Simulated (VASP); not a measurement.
Crystal: Mg2TiN2.

```
Mg Ti N
1.0
     3.41512    0.00000    0.00000
    -1.70756    2.95758    0.00000
     0.00000    0.00000    6.96650
Mg Ti N
2 1 2
Direct
  0.00000 0.00000 0.21124
  0.00000 0.00000 0.78876
  0.00000 0.00000 0.50000
  0.66667 0.33333 0.00000
  0.33333 0.66667 0.50000
```

The cell was built by a generator and needn't be a form met in nature.

| Quantity | Value |
| --- | --- |
| Program | VASP 6.6.1 |
| Task | relaxation of cell and atoms |
| Functional | PBE |
| Potentials or basis | VASP PAW PBE potentials, release 64 (Mg, Ti_sv, N) |
| Cutoff | 520 eV |
| k mesh | 5 × 5 × 2 |
| Occupations | gaussian, width 0.15 eV |
| Spin | no spin polarisation |

At the start: pressure 12.7 GPa; volume 14.07 Å³/atom.

Task: How do energy, volume and symmetry change on relaxing?

Result: Over 8 steps the energy falls by 1237.9 meV/atom and the volume is 15.51 Å³/atom (+10.2 %); space group P-6m2 (No. 187, to 0.05 Å).

The path:
```csv
step,energy change (eV),largest force (eV/Å),pressure (GPa),volume (Å³)
1,0.0000,10.5619,12.73,70.36
2,-6.0356,0.6178,0.82,79.89
3,-6.0510,1.2299,-0.85,78.54
4,-6.0579,1.1298,-0.44,78.76
5,-6.1837,0.2487,-0.67,78.42
6,-6.1876,0.0218,-0.80,78.47
7,-6.1877,0.0109,-0.85,78.47
8,-6.1896,0.0776,0.22,77.57
```

Final structure:
```yaml
crystal:
  lattice:
    - [3.27645, 0.00000, 0.00000]
    - [-1.63822, 2.83748, 0.00000]
    - [0.00000, 0.00000, 8.34334]
  atoms:
    - { symbol: Mg, position: [0.00000, 0.00000, 0.14000] }
    - { symbol: Mg, position: [0.00000, 0.00000, 0.86000] }
    - { symbol: Ti, position: [0.00000, 0.00000, 0.50000] }
    - { symbol: N, position: [0.66667, 0.33333, 0.00000] }
    - { symbol: N, position: [0.33333, 0.66667, 0.50000] }
```

Caveat: the k mesh is coarse (spacing up to 0.45 Å⁻¹), so the values aren't converged; the relaxation stopped at a loose force limit of 0.08 eV/Å, so its end isn't a converged minimum.
